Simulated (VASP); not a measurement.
These are PBE GGA, VASP's PBE PAW potentials (set 64) (plane waves; VASP 6.6.1) values and carry that method's errors.

A VASP calculation is set up with these files.

File KPOINTS:
```
Regular mesh
0
Gamma
9 9 9
0 0 0
```

POSCAR:
```
NaF
1
    0.0000000000     2.3150000000     2.3150000000
    2.3150000000     0.0000000000     2.3150000000
    2.3150000000     2.3150000000     0.0000000000
Na F
1 1
Direct
  0.0000000000   0.0000000000   0.0000000000
  0.5000000000   0.5000000000   0.5000000000
```

**INCAR**
```
SYSTEM = NaF
PREC = Accurate
ENCUT = 520
EDIFF = 1E-6
NELM = 100
ALGO = Normal
LREAL = .FALSE.
LASPH = .TRUE.
ISMEAR = 0
SIGMA = 0.05
GGA = PE
LWAVE = .FALSE.
LCHARG = .FALSE.
ISIF = 2
NBANDS = 8
```

POTCAR, in this order: Na_pv F (PBE.64 set). Program: vasp_std.

The run wrote:

File OSZICAR:
```
       N       E                     dE             d eps       ncg     rms          rms(c)
DAV:   1     0.964716126185E+02    0.96472E+02   -0.89588E+03   560   0.218E+03
DAV:   2    -0.615720600684E+01   -0.10263E+03   -0.10035E+03   792   0.332E+02
DAV:   3    -0.940894200462E+01   -0.32517E+01   -0.32517E+01   560   0.795E+01
DAV:   4    -0.945550003946E+01   -0.46558E-01   -0.46558E-01   728   0.971E+00
DAV:   5    -0.945571049869E+01   -0.21046E-03   -0.21046E-03   600   0.566E-01    0.542E+00
DAV:   6    -0.856820255251E+01    0.88751E+00   -0.54176E+00   624   0.259E+01    0.186E+00
DAV:   7    -0.855815655225E+01    0.10046E-01   -0.39516E-02   592   0.374E+00    0.103E+00
DAV:   8    -0.855950196921E+01   -0.13454E-02   -0.27382E-02   568   0.563E+00    0.968E-02
DAV:   9    -0.856057933420E+01   -0.10774E-02   -0.42625E-03   648   0.103E+00    0.512E-02
DAV:  10    -0.856051562091E+01    0.63713E-04   -0.55205E-04   648   0.526E-01    0.954E-03
DAV:  11    -0.856051372568E+01    0.18952E-05   -0.14653E-05   576   0.897E-02    0.350E-03
DAV:  12    -0.856051404468E+01   -0.31901E-06   -0.20025E-06   608   0.219E-02
   1 F= -.85605140E+01 E0= -.85605140E+01  d E =-.975163E-12
```

**OUTCAR**
```
------------------------ aborting loop because EDIFF is reached ----------------------------------------
  FORCE on cell =-STRESS in cart. coord.  units (eV):
  Direction    XX          YY          ZZ          XY          YZ          ZX
  --------------------------------------------------------------------------------------
  Total        0.3367312      0.3367312      0.3367312      0.0000000      0.0000000      0.0000000
  in kB       21.7425720     21.7425720     21.7425720      0.0000000      0.0000000      0.0000000
  external PRESSURE =      21.7425720 kB  Pullay stress =       0.0000000 kB
  volume of cell :       24.81
      direct lattice vectors                 reciprocal lattice vectors
     0.000000000  2.315000000  2.315000000    -0.215982721  0.215982721  0.215982721
     2.315000000  0.000000000  2.315000000     0.215982721 -0.215982721  0.215982721
     2.315000000  2.315000000  0.000000000     0.215982721  0.215982721 -0.215982721
  FREE ENERGIE OF THE ION-ELECTRON SYSTEM (eV)
  ---------------------------------------------------
  free  energy   TOTEN  =        -8.5605140447 eV

  energy  without entropy=       -8.5605140447  energy(sigma->0) =       -8.56051404
```
(Selected blocks of OUTCAR.)

The compound is NaF in the rock salt structure. The cell was not relaxed at this level. The run is one of a series of settings (NBANDS = 8 against the base run), some of them coarse on purpose.
